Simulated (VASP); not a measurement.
# Pt on the Cu site in Cu (Copper)

Wanted: what Pt on the Cu site costs in Cu (Copper) and how the lattice relaxes round it. The start is a cell from a database of measured crystal structures.

Calculated with VASP 6.6.1; PBEsol; plane waves and PAW (Cu), in the first sound run; inputs show where later runs differ.

## 1. The host crystal

The structure is cubic, space group Fm-3m (No. 225). Conventional cell: a = 3.615 Å, b = 3.615 Å, c = 3.615 Å, α = 90.00°, β = 90.00°, γ = 90.00°. Nearest to Cu lie 12 Cu at 2.56 Å.

Structure file:

```cif
data_structure
_symmetry_space_group_name_H-M 'Fm-3m'
_symmetry_Int_Tables_number 225
_cell_length_a 3.6150
_cell_length_b 3.6150
_cell_length_c 3.6150
_cell_angle_alpha 90.000
_cell_angle_beta 90.000
_cell_angle_gamma 90.000
_cell_volume 47.24
loop_
_atom_site_label
_atom_site_type_symbol
_atom_site_symmetry_multiplicity
_atom_site_Wyckoff_symbol
_atom_site_fract_x
_atom_site_fract_y
_atom_site_fract_z
_atom_site_occupancy
Cu1 Cu 4 a 0.00000 0.00000 0.00000 1
```

## 2. The host at zero pressure

The later steps need the crystal at this functional's own lattice; a raised cutoff keeps the stress reliable while the cell changes.

Contents of INCAR:

```
SYSTEM = Cu
PREC = Accurate
ENCUT = 390
EDIFF = 1E-06
NELM = 120
ISMEAR = 0
SIGMA = 0.05
LREAL = .FALSE.
ALGO = Normal
GGA = PS
NBANDS = 11
LORBIT = 11
LWAVE = .FALSE.
LCHARG = .FALSE.
IBRION = 2
NSW = 40
ISIF = 3
EDIFFG = -0.02
POTIM = 0.4
```

Contents of POSCAR:

```
Cu
1.0
    0.0000000000      1.8075000000      1.8075000000
    1.8075000000      0.0000000000      1.8075000000
    1.8075000000      1.8075000000      0.0000000000
Cu
1
Direct
    0.0000000000      0.0000000000      0.0000000000
```

Contents of KPOINTS:

```
Automatic mesh
0
Gamma
9 9 9
0 0 0
```

Potentials, in the order of the species: Cu (PBE family, release 64).

The run is started by

```
export OMP_NUM_THREADS=5
mpirun -np 1 vasp_std
```

Log:

```text
[banner, memory and clock lines left out]
running    1 mpi-ranks, on    1 nodes
 distrk:  each k-point on    1 cores,    1 groups
 distr:  one band on    1 cores,    1 groups
 Offloading initialized ...    1 GPUs detected
 POSCAR found type information on POSCAR Cu
 POSCAR found :  1 types and       1 ions
|                                                                             |
|               ----> ADVICE to this user running VASP <----                  |
|                                                                             |
|     You enforced a specific xc type in the INCAR file but a different       |
|     [... a line on the potential file left out ...]
|     I HOPE YOU KNOW WHAT YOU ARE DOING!                                     |
|                                                                             |

 LDA part: xc-table for (Slater+PW92), standard interpolation
 POSCAR, INCAR and KPOINTS ok, starting setup
 FFT: planning ... GRIDC
 FFT: planning ... GRID_SOFT
 FFT: planning ... GRID
 WAVECAR not read
 entering main loop
       N       E                     dE             d eps       ncg     rms          rms(c)
DAV:   1     0.354081404468E+02    0.35408E+02   -0.47971E+03   838   0.141E+03
DAV:   2    -0.457565360993E+01   -0.39984E+02   -0.37220E+02   800   0.183E+02
DAV:   3    -0.538602558676E+01   -0.81037E+00   -0.80512E+00   870   0.327E+01
DAV:   4    -0.539102978640E+01   -0.50042E-02   -0.50035E-02   888   0.222E+00
DAV:   5    -0.539108004581E+01   -0.50259E-04   -0.50258E-04   873   0.231E-01    0.838E+00
DAV:   6    -0.478594924010E+01    0.60513E+00   -0.18707E+01   890   0.857E+01    0.441E+00
DAV:   7    -0.432771709760E+01    0.45823E+00   -0.29014E+00   884   0.337E+01    0.512E-01
DAV:   8    -0.431752024225E+01    0.10197E-01   -0.89992E-03   935   0.187E+00    0.377E-01
DAV:   9    -0.431499675873E+01    0.25235E-02   -0.15281E-02   908   0.223E+00    0.263E-02
DAV:  10    -0.431500081168E+01   -0.40529E-05   -0.56710E-05  1124   0.133E-01    0.475E-03
DAV:  11    -0.431500214607E+01   -0.13344E-05   -0.49473E-07   569   0.826E-03    0.468E-04
DAV:  12    -0.431500212421E+01    0.21860E-07   -0.59050E-08   442   0.398E-03
   1 F= -.43150021E+01 E0= -.43148590E+01  d E =-.431500E+01
 curvature:   0.00 expect dE= 0.000E+00 dE for cont linesearch  0.000E+00
 trial: gam= 0.00000 g(F)=  0.347E-62 g(S)=  0.260E-01 ort = 0.000E+00 (trialstep = 0.100E+01)
 search vector abs. value=  0.260E-01
 bond charge predicted
       N       E                     dE             d eps       ncg     rms          rms(c)
DAV:   1    -0.507837016545E+01   -0.76337E+00   -0.12037E+01   905   0.733E+01    0.740E+00
DAV:   2    -0.461867003541E+01    0.45970E+00   -0.11390E+01   875   0.669E+01    0.311E+00
DAV:   3    -0.434149076987E+01    0.27718E+00   -0.16911E+00   872   0.261E+01    0.880E-01
DAV:   4    -0.432580495753E+01    0.15686E-01   -0.13295E-02   839   0.186E+00    0.185E-01
DAV:   5    -0.432471913894E+01    0.10858E-02   -0.75243E-03   884   0.176E+00    0.416E-02
DAV:   6    -0.432469696260E+01    0.22176E-04   -0.60668E-05  1091   0.136E-01    0.126E-02
DAV:   7    -0.432469321809E+01    0.37445E-05   -0.95508E-06   603   0.548E-02    0.472E-04
DAV:   8    -0.432469331703E+01   -0.98941E-07   -0.15263E-07   445   0.428E-03
   2 F= -.43246933E+01 E0= -.43245502E+01  d E =-.969119E-02
 trial-energy change:   -0.009691  1 .order   -0.009001   -0.025970    0.007969
 step:   0.7857(harm=  0.7652)  dis= 0.00000  next Energy=    -4.325540 (dE=-0.105E-01)
 bond charge predicted
       N       E                     dE             d eps       ncg     rms          rms(c)
DAV:   1    -0.435867244288E+01   -0.33979E-01   -0.56929E-01   902   0.171E+01    0.149E+00
DAV:   2    -0.433558924506E+01    0.23083E-01   -0.42757E-01   875   0.127E+01    0.554E-01
DAV:   3    -0.432646695816E+01    0.91223E-02   -0.64153E-02   872   0.511E+00    0.216E-01
DAV:   4    -0.432554007008E+01    0.92689E-03   -0.13835E-03   952   0.424E-01    0.150E-02
DAV:   5    -0.432554035083E+01   -0.28075E-06   -0.17182E-05   980   0.711E-02    0.670E-03
DAV:   6    -0.432554055458E+01   -0.20375E-06   -0.15499E-06   481   0.198E-02
   3 F= -.43255406E+01 E0= -.43253974E+01  d E =-.105384E-01
 curvature:  -0.38 expect dE=-0.132E-07 dE for cont linesearch -0.132E-07
 trial: gam=-0.00116 g(F)=  0.375E-63 g(S)=  0.347E-07 ort = 0.300E-04 (trialstep = 0.957E+00)
 search vector abs. value=  0.100E-09
 reached required accuracy - stopping structural energy minimisation
```

Elapsed: 75 s, on 1 × NVIDIA H100 80GB HBM3, 81559 MiB with 1 MPI rank of AMD EPYC 7R13 (Zen 3), card shared with another run, shared host; peak memory 1.7 GiB.

Lines that name or quote the potential files are left out of all logs, and their timing lines are given in words.

Parts of OUTCAR (step 2):

```text
ion  position               nearest neighbor table
   1  0.000  0.000  0.000-

  LATTYP: Found a face centered cubic cell.
 ALAT       =     3.6150000000

 Subroutine GETGRP returns: Found 48 space group operations
 (whereof 48 operations were pure point group operations)

The static configuration has the point symmetry O_h .

 Found     35 irreducible k-points:

   k-points           NKPTS =     35   k-points in BZ     NKDIM =     35   number of bands    NBANDS=     11

   dimension x,y,z NGX =    16 NGY =   16 NGZ =   16
   dimension x,y,z NGXF=    32 NGYF=   32 NGZF=   32

   ENCUT  =  390.0 eV  28.66 Ry    5.35 a.u.   4.12  4.12  4.12*2*pi/ulx,y,z

   NELECT =      11.0000    total number of electrons

 k-points in reciprocal lattice and weights: Automatic mesh
   0.00000000  0.00000000  0.00000000       0.001
   0.11111111  0.00000000  0.00000000       0.011
   0.22222222  0.00000000  0.00000000       0.011
   0.33333333  0.00000000  0.00000000       0.011
   0.44444444  0.00000000  0.00000000       0.011
   0.11111111  0.11111111  0.00000000       0.008
   0.22222222  0.11111111  0.00000000       0.033
   0.33333333  0.11111111  0.00000000       0.033
   0.44444444  0.11111111  0.00000000       0.033
[...]
-0.33333333  0.44444444  0.11111111       0.033
  -0.33333333  0.44444444  0.22222222       0.033

 average (electrostatic) potential at core
       1 -63.1203

 E-fermi :   8.0579

 k-point     1 :       0.0000    0.0000    0.0000
  band No.  band energies     occupation
    ...
      2       4.7951      2.00000
      3       4.7951      2.00000
      4       4.7951      2.00000
      5       5.6865      2.00000
      6       5.6865      2.00000
      7      30.8800      0.00000
      8      33.8289      0.00000
      9      33.8290      0.00000
     10      33.8290      0.00000
     11      36.3499      0.00000

 k-point     2 :       0.1111    0.0000    0.0000
  band No.  band energies     occupation
    ...
      2       4.6972      2.00000
      3       4.8772      2.00000
      4       4.8772      2.00000
      5       5.6575      2.00000
      6       5.6575      2.00000
      7      27.9179      0.00000
      8      31.6779      0.00000
      9      32.7820      0.00000
     10      32.7820      0.00000
     11      37.9681      0.00000

 k-point     3 :       0.2222    0.0000    0.0000
  band No.  band energies     occupation
    ...
      2       4.5268      2.00000
      3       4.9709      2.00000
      4       4.9709      2.00000
      5       5.7141      2.00000
      6       5.7141      2.00000
      7      22.1253      0.00000
      8      31.0276      0.00000
      9      31.6069      0.00000
     10      31.6069      0.00000
     11      37.7877      0.00000

  Total       -0.0005478     -0.0005478     -0.0005478      0.0000000     -0.0000000      0.0000000
  in kB       -0.0776108     -0.0776108     -0.0776108      0.0000000     -0.0000000      0.0000000
  external PRESSURE =      -0.0776108 kB  Pullay stress =       0.0000000 kB

  energy-cutoff  :      390.00
  volume of cell :       11.31
      direct lattice vectors                 reciprocal lattice vectors
    -0.000000000  1.781540281  1.781540281    -0.280656017  0.280656017  0.280656017
     1.781540281 -0.000000000  1.781540281     0.280656017 -0.280656017  0.280656017
     1.781540281  1.781540281  0.000000000     0.280656017  0.280656017 -0.280656017

 POSITION                                       TOTAL-FORCE (eV/Angst)
 -----------------------------------------------------------------------------------
      0.00000      0.00000      0.00000         0.000000      0.000000     -0.000000
 -----------------------------------------------------------------------------------
    total drift:                                0.000000      0.000000      0.000000

  FREE ENERGIE OF THE ION-ELECTRON SYSTEM (eV)
  ---------------------------------------------------
  free  energy   TOTEN  =        -4.3255405546 eV

  energy  without entropy=       -4.3252542574  energy(sigma->0) =       -4.32539741

 reached required accuracy - stopping structural energy minimisation

 total charge
# of ion       s       p       d       tot
------------------------------------------
    1        0.468   0.416   9.172  10.056

[... 3 further parts left out ...]
```

CONTCAR:

```
Cu
    1.000000000000000
    -0.0000000000000000    1.7815402808143588    1.7815402808143588
     1.7815402808143588   -0.0000000000000000    1.7815402808143588
     1.7815402808143588    1.7815402808143588    0.0000000000000000
  Cu
     1
Direct
     0.0000000000000000    0.0000000000000000    0.0000000000000000
```

This run has no spin polarisation. Its electron count is odd, so without a moment it is a metal by construction. The k-mesh is coarse for a metal. The PAW data sets were made with PBE, which is usual practice but a small mismatch for other functionals. The run keeps the 48 symmetry operations of its start, so it cannot find a distortion of lower symmetry.

The steps of the relaxation:

| step | energy less that of the first step (eV) | largest force (eV/Å) | pressure (GPa) | volume (Å³) |
| --- | --- | --- | --- | --- |
| 1 | 0.0000 | 0.0000 | -6.42 | 11.81 |
| 2 | -0.0097 | 0.0000 | 2.08 | 11.17 |
| 3 | -0.0105 | 0.0000 | -0.01 | 11.31 |

| conventional cell, symmetrised | before | after | change |
| --- | --- | --- | --- |
| a (Å) | 3.615 | 3.563 | -1.4 % |
| b (Å) | 3.615 | 3.563 | -1.4 % |
| c (Å) | 3.615 | 3.563 | -1.4 % |
| volume (Å³/atom) | 11.81 | 11.31 | -4.2 % |

Final coordinates:

```
Cu
1.0
     0.00000    1.78154    1.78154
     1.78154    0.00000    1.78154
     1.78154    1.78154    0.00000
Cu
1
Direct
  0.00000 0.00000 0.00000
```

This step gave:

```
electronic cycles                               : 26
electrons                                       : 11
free energy (TOTEN)                             : -4.326 eV
energy at zero smearing                         : -4.325 eV
Fermi energy                                    : 8.058 eV
labelled metallic, from the levels on this mesh : yes
```

The run ended after 3 ionic steps, 0.011 eV below its first step, once forces and stress met EDIFFG = -0.02.

[end of part 1 of 4]

[Lines on the potential files, build, host, timing and source positions are cut from VASP's logs without a mark.]

[Logs are printed without paths, hosts, clocks, repeated set-up lines and the standing remarks that a program may print on its own settings, such as how far it seeks lower states.]

[Hosts, paths, dates, database ids (printed as entryN), source tags and the programs' standing remarks are cut or masked in the printed files.]

[In band tables of VASP the shares of atoms and orbitals are scaled to a sum of 1 inside the atoms' spheres.]

[Runs that stopped without an error message from VASP are left out.]
